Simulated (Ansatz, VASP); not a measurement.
# B2Ru: VASP beside Ansatz, part 2 of 2

Aim: how closely do two programs agree when they are given the same cell, functional and k mesh? The cell is taken from a series of runs on this material, whose earlier steps may have relaxed, scaled, displaced or heated it; both programs get it as it stands.

VASP 6.6.1 and Ansatz 0.2.0.

So far: Starting point; VASP: zone-centre phonons, LDA.

## (2) VASP: zone-centre phonons, LDA (continued)

Level of this step: LDA; plane waves and PAW (B, Ru_pv) (VASP).

Numbers of over 12 decimals in the logs are rounded to 6 here.

OUTCAR, selected parts (step 2):

```text
ion  position               nearest neighbor table
   1  0.000  0.804  0.363-   2 1.80   4 1.86   4 1.86   5 2.14   6 2.16   6 2.16   5 2.24
   2  0.000  0.196  0.363-   1 1.80   3 1.86   3 1.86   5 2.14   6 2.16   6 2.16   5 2.24
   3  0.500  0.304  0.637-   4 1.80   2 1.86   2 1.86   6 2.14   5 2.16   5 2.16   6 2.24
   4  0.500  0.696  0.637-   3 1.80   1 1.86   1 1.86   6 2.14   5 2.16   5 2.16   6 2.24
   5  0.000  0.000  0.849-   1 2.14   2 2.14   3 2.16   4 2.16   3 2.16   4 2.16   1 2.24   2 2.24
                             6 2.96   6 2.96   6 2.96   6 2.96
   6  0.500  0.500  0.151-   3 2.14   4 2.14   1 2.16   2 2.16   1 2.16   2 2.16   3 2.24   4 2.24
                             5 2.96   5 2.96   5 2.96   5 2.96

  LATTYP: Found a simple orthorhombic cell.
 ALAT       =     2.8328280639
 B/A-ratio  =     1.4116412754
 C/A-ratio  =     1.6227075845

 Subroutine GETGRP returns: Found  8 space group operations
 (whereof  4 operations were pure point group operations)

The static configuration has the point symmetry C_2v.
 The point group associated with its full space group is D_2h.

 Found    245 irreducible k-points:

   k-points           NKPTS =    245   k-points in BZ     NKDIM =    245   number of bands    NBANDS=     26

   dimension x,y,z NGX =    24 NGY =   36 NGZ =   30
   dimension x,y,z NGXF=    48 NGYF=   72 NGZF=   60

   ENCUT  =  500.0 eV  36.75 Ry    6.06 a.u.   5.16  8.38  7.29*2*pi/ulx,y,z

   NELECT =      40.0000    total number of electrons

 k-points in reciprocal lattice and weights: Automatic mesh
   0.00000000  0.00000000  0.00000000       0.001
   0.08333333  0.00000000  0.00000000       0.002
   0.16666667  0.00000000  0.00000000       0.002
   0.25000000  0.00000000  0.00000000       0.002
   0.33333333  0.00000000  0.00000000       0.002
   0.41666667  0.00000000  0.00000000       0.002
   0.50000000  0.00000000  0.00000000       0.001
   0.00000000  0.12500000  0.00000000       0.002
   0.08333333  0.12500000  0.00000000       0.003
[...]
-----------------------------------------------------------------------------------
    total drift:                                0.000000     -0.000000      0.000000

 Eigenvectors and eigenvalues of the dynamical matrix
 ----------------------------------------------------

   1 f  =   25.500291 THz   160.223051 2PiTHz  850.598135 cm-1   105.460680 meV
             X         Y         Z           dx          dy          dz
      0.000000  3.695174  1.451126     0.000000    0.469938    0.154998
      0.000000  0.901678  1.451126     0.000000   -0.469938    0.154998
      1.416414  1.396748  2.547811     0.000000   -0.469938    0.154998
      1.416414  3.200103  2.547811     0.000000    0.469938    0.154998
      0.000000  0.000000  3.394692    -0.000000   -0.000000   -0.101332
      1.416414  2.298426  0.604245     0.000000    0.000000   -0.101332

   2 f  =   21.509779 THz   135.149927 2PiTHz  717.488997 cm-1    88.957258 meV
             X         Y         Z           dx          dy          dz
      0.000000  3.695174  1.451126    -0.000000    0.323944    0.379121
      0.000000  0.901678  1.451126    -0.000000   -0.323944    0.379121
      1.416414  1.396748  2.547811     0.000000    0.323944   -0.379121
      1.416414  3.200103  2.547811     0.000000   -0.323944   -0.379121
      0.000000  0.000000  3.394692    -0.000000   -0.000000   -0.051528
      1.416414  2.298426  0.604245     0.000000   -0.000000    0.051528

   3 f  =   21.403726 THz   134.483574 2PiTHz  713.951434 cm-1    88.518656 meV
             X         Y         Z           dx          dy          dz
      0.000000  3.695174  1.451126     0.000000    0.114186    0.486384
      0.000000  0.901678  1.451126     0.000000    0.114186   -0.486384
      1.416414  1.396748  2.547811    -0.000000   -0.114186    0.486384
      1.416414  3.200103  2.547811    -0.000000   -0.114186   -0.486384
      0.000000  0.000000  3.394692     0.000000   -0.027994    0.000000
      1.416414  2.298426  0.604245     0.000000    0.027994    0.000000

   4 f  =   20.616431 THz   129.536856 2PiTHz  687.690112 cm-1    85.262669 meV
             X         Y         Z           dx          dy          dz
      0.000000  3.695174  1.451126     0.000000   -0.379793    0.317957
      0.000000  0.901678  1.451126     0.000000    0.379793    0.317957
      1.416414  1.396748  2.547811    -0.000000   -0.379793   -0.317957
      1.416414  3.200103  2.547811    -0.000000    0.379793   -0.317957
      0.000000  0.000000  3.394692     0.000000    0.000000   -0.096546
      1.416414  2.298426  0.604245    -0.000000   -0.000000    0.096546

   5 f  =   20.406649 THz   128.218755 2PiTHz  680.692529 cm-1    84.395080 meV
             X         Y         Z           dx          dy          dz
      0.000000  3.695174  1.451126     0.498515    0.000000    0.000000
      0.000000  0.901678  1.451126     0.498515    0.000000   -0.000000
      1.416414  1.396748  2.547811    -0.498515    0.000000   -0.000000
      1.416414  3.200103  2.547811    -0.498515    0.000000    0.000000
      0.000000  0.000000  3.394692     0.054461   -0.000000    0.000000
      1.416414  2.298426  0.604245    -0.054461   -0.000000   -0.000000

   6 f  =   20.108510 THz   126.345494 2PiTHz  670.747689 cm-1    83.162077 meV
             X         Y         Z           dx          dy          dz
      0.000000  3.695174  1.451126    -0.000000    0.224040    0.434779
      0.000000  0.901678  1.451126     0.000000    0.224040   -0.434779
      1.416414  1.396748  2.547811    -0.000000    0.224040   -0.434779
      1.416414  3.200103  2.547811     0.000000    0.224040    0.434779
      0.000000  0.000000  3.394692    -0.000000   -0.146784   -0.000000
      1.416414  2.298426  0.604245    -0.000000   -0.146784   -0.000000

   7 f  =   19.564696 THz   122.928613 2PiTHz  652.608025 cm-1    80.913046 meV
             X         Y         Z           dx          dy          dz
      0.000000  3.695174  1.451126    -0.500000   -0.000000   -0.000000
      0.000000  0.901678  1.451126     0.500000   -0.000000    0.000000
      1.416414  1.396748  2.547811    -0.500000   -0.000000    0.000000
      1.416414  3.200103  2.547811     0.500000   -0.000000   -0.000000
      0.000000  0.000000  3.394692    -0.000000    0.000000   -0.000000
      1.416414  2.298426  0.604245     0.000000    0.000000   -0.000000

   8 f  =   17.560199 THz   110.333982 2PiTHz  585.745178 cm-1    72.623114 meV
             X         Y         Z           dx          dy          dz
      0.000000  3.695174  1.451126     0.000000   -0.170758    0.426463
      0.000000  0.901678  1.451126    -0.000000    0.170758    0.426463
      1.416414  1.396748  2.547811     0.000000    0.170758    0.426463
      1.416414  3.200103  2.547811     0.000000   -0.170758    0.426463
      0.000000  0.000000  3.394692     0.000000   -0.000000   -0.279180
      1.416414  2.298426  0.604245    -0.000000    0.000000   -0.279180

   9 f  =   16.976869 THz   106.668817 2PiTHz  566.287411 cm-1    70.210659 meV
             X         Y         Z           dx          dy          dz
      0.000000  3.695174  1.451126     0.000000   -0.483074    0.110715
      0.000000  0.901678  1.451126    -0.000000   -0.483074   -0.110715
      1.416414  1.396748  2.547811     0.000000    0.483074    0.110715
      1.416414  3.200103  2.547811     0.000000    0.483074   -0.110715
      0.000000  0.000000  3.394692    -0.000000   -0.093615    0.000000
      1.416414  2.298426  0.604245    -0.000000    0.093615    0.000000

  10 f  =   14.000146 THz    87.965513 2PiTHz  466.994610 cm-1    57.899926 meV
             X         Y         Z           dx          dy          dz
      0.000000  3.695174  1.451126     0.500000    0.000000   -0.000000
      0.000000  0.901678  1.451126    -0.500000    0.000000    0.000000
      1.416414  1.396748  2.547811    -0.500000    0.000000    0.000000
      1.416414  3.200103  2.547811     0.500000    0.000000   -0.000000
      0.000000  0.000000  3.394692     0.000000   -0.000000    0.000000
      1.416414  2.298426  0.604245     0.000000   -0.000000    0.000000

  11 f  =   13.434249 THz    84.409874 2PiTHz  448.118298 cm-1    55.559563 meV
             X         Y         Z           dx          dy          dz
      0.000000  3.695174  1.451126    -0.453827   -0.000000    0.000000
      0.000000  0.901678  1.451126    -0.453827   -0.000000   -0.000000
      1.416414  1.396748  2.547811    -0.453827   -0.000000   -0.000000
      1.416414  3.200103  2.547811    -0.453827   -0.000000    0.000000
      0.000000  0.000000  3.394692     0.296786    0.000000   -0.000000
      1.416414  2.298426  0.604245     0.296786    0.000000   -0.000000

  12 f  =   13.113195 THz    82.392634 2PiTHz  437.409104 cm-1    54.231793 meV
             X         Y         Z           dx          dy          dz
      0.000000  3.695174  1.451126     0.000000   -0.394490    0.246915
      0.000000  0.901678  1.451126     0.000000   -0.394490   -0.246915
      1.416414  1.396748  2.547811    -0.000000   -0.394490   -0.246915
      1.416414  3.200103  2.547811     0.000000   -0.394490    0.246915
      0.000000  0.000000  3.394692    -0.000000    0.258500   -0.000000
      1.416414  2.298426  0.604245    -0.000000    0.258500   -0.000000

  13 f  =    8.577302 THz    53.892775 2PiTHz  286.107985 cm-1    35.472853 meV
             X         Y         Z           dx          dy          dz
      0.000000  3.695174  1.451126     0.000000   -0.028594    0.071906
      0.000000  0.901678  1.451126     0.000000    0.028594    0.071906
      1.416414  1.396748  2.547811     0.000000   -0.028594   -0.071906
      1.416414  3.200103  2.547811     0.000000    0.028594   -0.071906
      0.000000  0.000000  3.394692    -0.000000    0.000000    0.698587
      1.416414  2.298426  0.604245     0.000000   -0.000000   -0.698587
    [... 43 further lines ...]
      0.000000  0.000000  3.394692     0.000000   -0.641586    0.000000
      1.416414  2.298426  0.604245     0.000000   -0.641586    0.000000

 ELASTIC MODULI CONTR FROM IONIC RELAXATION (kBar)
 Direction    XX          YY          ZZ          XY          YZ          ZX
 --------------------------------------------------------------------------------
 XX        -560.3204    183.8745    165.8612     -0.0000      0.0000     -0.0000
 YY         183.8745   -263.8352   -339.2170      0.0000     -0.0000      0.0000
 ZZ         165.8612   -339.2170   -618.2711      0.0000     -0.0000      0.0000
 XY          -0.0000      0.0000      0.0000   -267.1955      0.0000      0.0000
 YZ          -0.0000     -0.0000     -0.0000      0.0000   -632.9711      0.0000
 ZX          -0.0000      0.0000      0.0000      0.0000      0.0000  -1019.9920
 --------------------------------------------------------------------------------
```

Energies printed during the response cycles are not total energies of the cell.

## (3) Ansatz: zone-centre phonons, LDA

Ansatz runs on its PAW soft_1 files.

The same cell, functional (in two slightly different forms), mesh and smearing now go to Ansatz, which takes its cutoff from its data sets.

Contents of input.yaml:

```yaml
crystal:
  lattice:
    - [2.8328280639, 0.0, 0.0]
    - [0.0, 4.596851585, 0.0]
    - [0.0, 0.0, 3.9989370212]
  atoms:
    - { symbol: B, position: [0.0, 0.8038488575, 0.3628778228] }
    - { symbol: B, position: [0.0, 0.1961511425, 0.3628778228] }
    - { symbol: B, position: [0.5, 0.3038488575, 0.6371221772] }
    - { symbol: B, position: [0.5, 0.6961511425, 0.6371221772] }
    - { symbol: Ru, position: [0.0, 0.0, 0.8488984985] }
    - { symbol: Ru, position: [0.5, 0.5, 0.1511015015] }
kpoints:
  mp_grid: { grid: [12, 8, 12] }
hamiltonian:
  xc: lda
  pseudopotentials: { kind: paw, azcp: { folder: soft_1 }, xc_functional: pbe }
scf:
  occupations: { method: methfessel_paxton, width: 0.2 }
output:
  eigenvalues: true
phonons:
  method: dfpt
```

Command:

```console
ansatz run input.yaml --threads 16 --pin off --max-ram 61440MiB --backend cuda --events-out ev --progress --plain --runs-dir out
```

The log of the run:

```text
zone centre: on kpoints.mp_grid the ground state, and the responses unless they are solved on pairs of k-points, stand on 350 of the mesh's 1152 k-points, reduced under 2 symmetry operations, with k and −k counted as one. Each operation leaves every solved displacement unchanged or reverses it
Engine: ansatz 0.2.0, aarch64-unknown-linux-gnu
Pseudopotentials: kind: paw
Pseudopotential: B, paw, valence charge 3, recommended cutoff 420 eV (normal), soft_1/B.paw.azcp
Pseudopotential: Ru, paw, valence charge 16, recommended cutoff 420 eV (normal), soft_1/Ru.paw.azcp
Functional definition: SPW92
  exchange = slater_x
  correlation = pw_c
device memory: the entry about to start is reckoned to put 9.6 GiB on a device that reports 182.5 GiB free
GPU FFT provider: cuFFT
GPU libraries: cuBLAS 13.8.1, cuFFT 12.4.0, cuSOLVER 12.3.2
GPU matrix products: emulated (plane waves: as basis.precision tells), large ones in fixed point in workspaces of 1.00 GiB
Crystal: 6 atoms, lattice volume = 52.075 Å³
Basis set: ecut = 420 eV, 1003 PW (Γ), exchange–correlation on 40×64×54 points (8 copies of the dense FFT grid, shifted against one another)
Bands: 28, of which v1, the nominal top of the filled ones, is band 22 counted from 1 (21 counted from 0)
Symmetry: 8 space group operations
k-points: 350 of 1152 (irreducible under 2 space group operations, time reversal used)
Non-local potential: B, projectors of the file, l = 0: 2, l = 1: 2, l = 2: 1
Non-local potential: Ru, projectors of the file, l = 0: 3, l = 1: 2, l = 2: 2, l = 3: 1
PAW form: soft (Blöchl's): semilocal exchange-correlation on the pseudo side does not see the compensation charge
PAW frozen core: B, regenerated for the run's functional, and the local potential with it (the file was generated under x = pbe(κ = 0.804, μ = 0.219515), c = pbe(β = 0.066725))
PAW frozen core: Ru, regenerated for the run's functional, and the local potential with it (the file was generated under x = pbe(κ = 0.804, μ = 0.219515), c = pbe(β = 0.066725))
PAW one-centre angular grid: B, 110 points (default); XC on 64 Gauss nodes
PAW one-centre angular grid: Ru, 590 points (default); XC on 64 Gauss nodes
Initial density: superposition of atomic densities (chi_scale 0.1, normalization cell, long waves kept (reshape's long-wave potential 0.00 eV rms))
Initial wavefunctions: pseudopotential atomic-orbital guess
GPU buffer pool allocated for 17280 grid points (all kernels)
GPU transforms: local potential and band sums: pruned to the plane-wave sphere, on 20×32×27
Functional: x = slater, c = lda
SCF iter   1: F=—  HF=-12124.769986 eV  |F-HF|=—  |Δ(HF+E_count)|=         —  Δρ=2.06e-1  dr2=3.62e1  ethr=3.10e-3  ⟨swp⟩=5.1  Hψ=39268  notcnv=0
preconditioner: auto → Kerker (q_TF=auto, 2.653 Å⁻¹)  [metal: Δε(μ)=0.007 eV  Ē_g=9.197 eV  σ=0.200 eV  W_gap=0.03  n_scr=14 (ndim 8)  ℏωp=27.2 eV  f_vac=0.000  D(μ)=2.44/eV (n_scr^D=20)]
SCF iter   2: F=—  HF=-12119.285025 eV  |F-HF|=—  |Δ(HF+E_count)|=    5.48e0  S|Δr|=    0.00e0  Δρ=9.83e-2  dr2=8.82e0  ethr=3.10e-3  ⟨swp⟩=2.7  Hψ=22429  notcnv=0
SCF iter   3: F=—  HF=-12117.631880 eV  |F-HF|=—  |Δ(HF+E_count)|=    1.65e0  S|Δr|=    0.00e0  Δρ=1.42e-2  dr2=8.97e-2  ethr=3.10e-3  ⟨swp⟩=2.7  Hψ=19527  notcnv=0
SCF iter   4: F=—  HF=-12117.611470 eV  |F-HF|=—  |Δ(HF+E_count)|=   2.04e-2  S|Δr|=    0.00e0  Δρ=5.22e-3  dr2=2.50e-2  ethr=2.04e-4  ⟨swp⟩=2.0  Hψ=19731  notcnv=0
SCF iter   5: F=—  HF=-12117.607105 eV  |F-HF|=—  |Δ(HF+E_count)|=   4.36e-3  S|Δr|=    0.00e0  Δρ=1.24e-3  dr2=9.17e-4  ethr=5.69e-5  ⟨swp⟩=2.1  Hψ=13206  notcnv=0
SCF iter   6: F=—  HF=-12117.606942 eV  |F-HF|=—  |Δ(HF+E_count)|=   1.63e-4  S|Δr|=    0.00e0  Δρ=2.54e-4  dr2=4.38e-5  ethr=2.08e-6  ⟨swp⟩=2.2  Hψ=13691  notcnv=0
SCF iter   7: F=—  HF=-12117.606868 eV  |F-HF|=—  |Δ(HF+E_count)|=   7.36e-5  S|Δr|=    0.00e0  Δρ=3.05e-5  dr2=5.72e-7  ethr=9.96e-8  ⟨swp⟩=2.2  Hψ=13677  notcnv=0
SCF iter   8: F=—  HF=-12117.606978 eV  |F-HF|=—  |Δ(HF+E_count)|=   1.10e-4  S|Δr|=    0.00e0  Δρ=5.23e-6  dr2=1.52e-8  ethr=1.30e-9  ⟨swp⟩=2.2  Hψ=14419  notcnv=0
SCF iter   9: F=—  HF=-12117.606978 eV  |F-HF|=—  |Δ(HF+E_count)|=   2.39e-9  S|Δr|=    0.00e0  Δρ=9.07e-7  dr2=3.29e-10  ethr=3.44e-11  ⟨swp⟩=2.4  Hψ=15660  notcnv=0
SCF iter  10: F=—  HF=-12117.606978 eV  |F-HF|=—  |Δ(HF+E_count)|=  9.64e-11  S|Δr|=    0.00e0  Δρ=1.76e-7  dr2=1.76e-11  ethr=1.00e-12  ⟨swp⟩=2.2  Hψ=15674  notcnv=0
SCF iter  11: F=-12117.606978 eV  HF=-12117.606978 eV  |F-HF|=0.00e0  |Δ(HF+E_count)|=    0.00e0  S|Δr|=    0.00e0  Δρ=4.80e-8  dr2=1.14e-12  ethr=1.00e-12  ⟨swp⟩=5.0  Hψ=39632  notcnv=0
SCF 1 converged in 11 iterations: F = -12117.606978 eV  dr2 = 1.14e-12
  greatest PAW one-centre occupation: 1.000 electrons in one spin orbital (limit 2), on the Ru atom at site 5 (counted from 0), in its partial waves of l = 0
device memory: the entry about to start is reckoned to put 0.1 GiB (of the 0.2 GiB reckoned in all, the device holds 0.2 GiB already) on a device that reports 182.3 GiB free
device memory: the entry about to start is reckoned to put 5.0 GiB on a device that reports 182.3 GiB free
NSCF: frozen V_eff on 245 k-points, pencils in batches of 32, up to order 112
device memory: the entry about to start is reckoned to put 5.0 GiB on a device that reports 182.3 GiB free
NSCF: frozen V_eff on 245 k-points
device memory: the entry about to start is reckoned to put 7.3 GiB (of the 7.4 GiB reckoned in all, the device holds 0.1 GiB already) on a device that reports 182.2 GiB free
DFPT response loops at q = (0, 0, 0) (fractional): preconditioner auto → Kerker (q_TF=auto, 2.653 Å⁻¹) (partly filled bands, converged f_vac=0.000); β = 1.00, the filter's whole step (`scf.mixing.beta` (0.50) is not read by the response loops under this deck's `scf.mixing.preconditioner`; to damp them name `kerker` or `kerker_dos`, under which they read `scf.mixing.beta`, and type it under 1.00, their step now; both keys bind the ground state too); Anderson in place of MSR1; while a model of the screening serves, it and β = 1 on shorter waves in the place of filter and β
SCF converged after 11 iterations
Stability not checked: this state was not tested for a lower state beside it, because cold or Methfessel-Paxton smearing, or corrected tetrahedra, fill the levels in a way that the test cannot read (fill_not_monotonic; see scf.lower_state_search)
Free energy (F): -12117.606978 eV
Harris-Foulkes:  -12117.606978 eV  (|F-HF|=0.00e0)
Internal energy: -12117.608504 eV  (E = F + TS)
E sigma→0 (E₀):  -12117.607360 eV
Entropy (-TS):   0.001526 eV (0.254 meV/atom)
Fermi energy:    18.029657 eV
--- Per-component energies (eV) ---
  E_band       = -178.939387
  E_kinetic    = 1127.870459
  E_local      = -3369.856157  (includes V_loc(G=0)·N_el)
  E_nonlocal   = 868.853492
  E_hartree    = 1187.374896
  E_xc         = -473.143379
  E_vxc        = -589.012727  (∫ρ·V_xc dr)
  E_paw        = -7053.082647  (= ΣΔE_a)
  E_vpaw       = -591.545265  (= ΣTr[D̂ρ^β])
  E_aug_tail   = 0.001060  (compensation charges beyond the density's cutoff)
  E_ewald      = -4406.952933
  E_core_change = 1.326706  (= ΣΔE_core)
  E_smearing   = 0.001526  (= −TS)
  E_closure    = 0.000000  (closes the sum)
  Σ components = -12117.606978   (vs F -12117.606978, Δ=0.00e0)
--- Band table (eV; the first three rows and the last of 350) ---
  k-point 0: bands = [... 18 lower, 14.9112, 15.7989, 16.1909, 16.8232, 18.0295, 19.9383, 22.1687, 22.2287, ... 2 higher]
  k-point 1: bands = [... 18 lower, 14.8540, 15.8689, 16.2164, 16.7599, 18.1871, 19.8499, 22.1442, 22.2210, ... 2 higher]
  k-point 2: bands = [... 18 lower, 14.6638, 15.9440, 16.2352, 16.5792, 18.6310, 19.4788, 21.8328, 22.2012, ... 2 higher]
  k-point 349: bands = [... 18 lower, 14.7671, 14.7671, 15.4727, 15.4727, 19.0004, 19.0004, 19.1350, 19.1350, ... 2 higher]
--- Phonons (Γ-DFPT): 6 representative perturbations + reference (Σ response iterations 30) ---
  ASR residual: 1.311e-5 → 0.000e0 eV/Å²; symmetrization residual: 4.658e-10 eV/Å²
  ASR residual per site (eV/Å²): 5.32e-6 5.32e-6 5.32e-6 5.32e-6 1.31e-5 1.31e-5
  Γ frequencies (cm⁻¹): 0.00 0.00 0.00 137.24 216.63 285.14 436.61 445.91 465.43 564.98 583.66 651.21 666.92 678.90 686.96 710.56 713.36 846.22
  non-analytic LO–TO correction: not included (Born effective charges unavailable; polar crystals: no LO–TO splitting at Γ)
```

## (4) Comparison

Known differences besides the potentials themselves: the two LDA forms differ slightly; the data sets hold 44 valence electrons in Ansatz (on its PAW soft_1 files) and 40 in VASP; the cutoff is 420 eV in Ansatz and 500 eV in VASP; VASP's log shows a relativistic correction to its local exchange, Ansatz's none. Total energies have different zeros and are not compared.

Both answers:

```csv
quantity,Ansatz,VASP,difference
optical mode 1 (cm⁻¹),137.2,138.2,-0.67 %
optical mode 2 (cm⁻¹),216.6,221.3,-2.13 %
optical mode 3 (cm⁻¹),285.1,286.1,-0.34 %
optical mode 4 (cm⁻¹),436.6,437.4,-0.18 %
optical mode 5 (cm⁻¹),445.9,448.1,-0.49 %
optical mode 6 (cm⁻¹),465.4,467.0,-0.34 %
optical mode 7 (cm⁻¹),565.0,566.3,-0.23 %
optical mode 8 (cm⁻¹),583.7,585.7,-0.36 %
optical mode 9 (cm⁻¹),651.2,652.6,-0.21 %
optical mode 10 (cm⁻¹),666.9,670.7,-0.57 %
optical mode 11 (cm⁻¹),678.9,680.7,-0.26 %
optical mode 12 (cm⁻¹),687.0,687.7,-0.11 %
optical mode 13 (cm⁻¹),710.6,714.0,-0.48 %
optical mode 14 (cm⁻¹),713.4,717.5,-0.58 %
optical mode 15 (cm⁻¹),846.2,850.6,-0.51 %
```

Modes are paired by rising frequency, not by their patterns, so a pair may set unlike modes beside each other; they are those without the splitting of longitudinal modes.

## (5) What came out

- r.m.s. difference of the optical zone-centre modes, each program's sorted by frequency (zone-centre phonons, LDA): 2.7 cm⁻¹
- difference in optical mode 2 (zone-centre phonons, LDA): -2.1 %

The r.m.s. difference of the optical zone-centre modes, each program's sorted by frequency is 2.7 cm⁻¹ (zone-centre phonons, LDA). The data sets hold unlike numbers of valence electrons (44 in Ansatz and 40 in VASP), so part of the differences comes from the potentials. Among the rows given in per cent, the largest difference of the zone-centre phonons, LDA pair is in optical mode 2, -2.1 %. How closely two codes agree says nothing of how well the functional describes the real material.

[Lines on the potential files, build, host, timing and source positions are cut from VASP's logs without a mark.]

[Logs are printed without paths, hosts, clocks, repeated set-up lines and the standing remarks that a program may print on its own settings, such as how far it seeks lower states.]

[Hosts, paths, dates, database ids (printed as entryN), source tags and the programs' standing remarks are cut or masked in the printed files.]
